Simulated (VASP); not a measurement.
Method: PBEsol GGA, VASP's PBE PAW potentials (set 64) (plane waves; VASP 6.6.1).

Input for VASP

### POSCAR
```
ZnS
1.0
  3.8582800000   0.0000000000   0.0000000000
 -1.9291400000   3.3413680000   0.0000000000
  0.0000000000   0.0000000000  25.2170320000
Zn S
8 8
direct
  0.3333330000   0.6666670000   0.7499100000
  0.6666670000   0.3333330000   0.2499100000
  0.3333330000   0.6666670000   0.1247900000
  0.6666670000   0.3333330000   0.6247900000
  0.0000000000   0.0000000000   0.0000400000
  0.0000000000   0.0000000000   0.5000400000
  0.6666670000   0.3333330000   0.8753200000
  0.3333330000   0.6666670000   0.3753200000
  0.0000000000   0.0000000000   0.5937100000
  0.0000000000   0.0000000000   0.0937100000
  0.6666670000   0.3333330000   0.9689900000
  0.3333330000   0.6666670000   0.4689900000
  0.3333330000   0.6666670000   0.2185000000
  0.6666670000   0.3333330000   0.7185000000
  0.6666670000   0.3333330000   0.3439300000
  0.3333330000   0.6666670000   0.8439300000
```

### KPOINTS
```
kpoints
0
gamma
  5 5 1
```

INCAR:
```
ALGO  =  Normal
EDIFF  =  1E-6
ENCUT  =  300
GGA  =  PS
ISIF  =  2
ISMEAR  =  0
LASPH  =  .TRUE.
LCHARG  =  .FALSE.
LMAXMIX  =  4
LREAL  =  Auto
LWAVE  =  .FALSE.
NELM  =  100
PREC  =  Accurate
SIGMA  =  0.01
SYSTEM  =  ZnS
```

POTCAR, in this order: Zn S (PBE.64 set). Program: vasp_std.

The resulting files:

OSZICAR:
```
       N       E                     dE             d eps       ncg     rms          rms(c)
DAV:   1     0.100783663187E+04    0.10078E+04   -0.46839E+04   860   0.135E+03
DAV:   2     0.944915717333E+02   -0.91335E+03   -0.87178E+03   860   0.360E+02
DAV:   3    -0.554699487898E+02   -0.14996E+03   -0.14539E+03   984   0.138E+02
DAV:   4    -0.634503345300E+02   -0.79804E+01   -0.79359E+01   978   0.331E+01
DAV:   5    -0.636231323285E+02   -0.17280E+00   -0.17252E+00   984   0.493E+00    0.186E+01
DAV:   6    -0.603133452482E+02    0.33098E+01   -0.76342E+00  1220   0.438E+01    0.140E+01
DAV:   7    -0.606462136199E+02   -0.33287E+00   -0.10605E+01   984   0.879E+00    0.484E+00
DAV:   8    -0.604337142213E+02    0.21250E+00   -0.78076E-01  1058   0.594E+00    0.150E+00
DAV:   9    -0.604153392008E+02    0.18375E-01   -0.24151E-01  1096   0.333E+00    0.452E-01
DAV:  10    -0.604148128202E+02    0.52638E-03   -0.11511E-02  1042   0.108E+00    0.368E-01
DAV:  11    -0.604150621399E+02   -0.24932E-03   -0.21568E-03  1176   0.281E-01    0.291E-01
DAV:  12    -0.604157138751E+02   -0.65174E-03   -0.11841E-03  1058   0.253E-01    0.161E-01
DAV:  13    -0.604154223122E+02    0.29156E-03   -0.78838E-04  1152   0.225E-01    0.435E-02
DAV:  14    -0.604154281983E+02   -0.58861E-05   -0.14533E-04  1018   0.501E-02    0.218E-02
DAV:  15    -0.604154309112E+02   -0.27129E-05   -0.12651E-05   968   0.383E-02    0.778E-03
DAV:  16    -0.604154307096E+02    0.20164E-06   -0.16441E-06   602   0.156E-02
   1 F= -.60415431E+02 E0= -.60415431E+02  d E =-.767516E-12
```

### OUTCAR
```
------------------------ aborting loop because EDIFF is reached ----------------------------------------
  FORCE on cell =-STRESS in cart. coord.  units (eV):
  Direction    XX          YY          ZZ          XY          YZ          ZX
  --------------------------------------------------------------------------------------
  Total       -7.7683232     -7.7683209     -8.0658304      0.0000000      0.0000000      0.0000000
  in kB      -38.2847530    -38.2847417    -39.7509623      0.0000000      0.0000000      0.0000000
  external PRESSURE =     -38.7734857 kB  Pullay stress =       0.0000000 kB
  volume of cell :      325.10
      direct lattice vectors                 reciprocal lattice vectors
     3.858280000  0.000000000  0.000000000     0.259182848  0.149639309  0.000000000
    -1.929140000  3.341368000  0.000000000     0.000000000  0.299278619  0.000000000
     0.000000000  0.000000000 25.217032000     0.000000000  0.000000000  0.039655737
  FREE ENERGIE OF THE ION-ELECTRON SYSTEM (eV)
  ---------------------------------------------------
  free  energy   TOTEN  =       -60.4154307096 eV

  energy  without entropy=      -60.4154307096  energy(sigma->0) =      -60.41543071
```
(Selected blocks of OUTCAR.)

At this cut-off the stress carries a Pulay error, which pulls relaxed volumes low.

The structure comes from a computed database's ZnS entry; how it stands against other phases isn't given here. The cell was not relaxed at this level.
